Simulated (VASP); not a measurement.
Input:

```
WSi
1.0
    3.14360     0.00000     0.00000
   -1.57180     2.72244     0.00000
    0.00000     0.00000     7.02315
W Si
2 2
Direct
  0.00000   0.00000   0.00000
  0.00000   0.00000   0.50000
  0.33333   0.66667   0.25000
  0.66667   0.33333   0.75000
```

These are PBE GGA, VASP's PBE PAW potentials (set 64) (plane waves; VASP) values and carry that method's errors. Numerical set-up: 400 eV cut-off, 13×13×5 Γ-centred mesh, tetrahedra with Blöchl corrections, potentials W_sv Si.

Unless said otherwise, spin-orbit coupling is left out, though it shifts the bands of the heavy elements here.

Q: Estimate the energy per atom (σ→0), band gap (on the k-mesh) with the smallest direct gap where there is one.

A: 
```yaml
band gap (on the k-mesh): none (metal, semimetal or under 0.01 eV)
energy per atom (σ→0): -9.273 eV/atom
```

Total energies compare only between runs with the same potentials, cut-off and functional.

The structure was generated: WSi was put into the NiAs type type (P6_3/mmc), which need not be its known phase. It was relaxed first, which changed the volume by -39 %.
